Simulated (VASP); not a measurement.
The system is InAs.

```
In As
1.0
     0.00000    3.01800    3.01800
     3.01800    0.00000    3.01800
     3.01800    3.01800    0.00000
In As
1 1
Direct
  0.00000 0.00000 0.00000
  0.25000 0.25000 0.25000
```

Base run:

- Program: VASP 6.6.1
- Functional: PBE
- Potentials or basis: VASP PAW PBE potentials, release 64 (In_d, As)
- Cutoff: 450 eV
- k mesh: 6 × 6 × 6
- Occupations: gaussian, width 0.02 eV
- Spin: no spin polarisation

Its results: band gap on the k mesh none (metal or under the smearing width); pressure 4.5 GPa.

**Question.** The run is repeated on the same cell with these changes: cutoff from 450 eV to 520 eV; k mesh from 6 × 6 × 6 to 4 × 4 × 4. What comes out?

**Answer.** Band gap on the k mesh none (metal or under the smearing width); pressure 4.9 GPa.

Caveats: some runs use coarse meshes; this crystal is a semiconductor, whose small gap the functional closes, so the metal is an error of the method.

Not every run made on this cell is shown here.
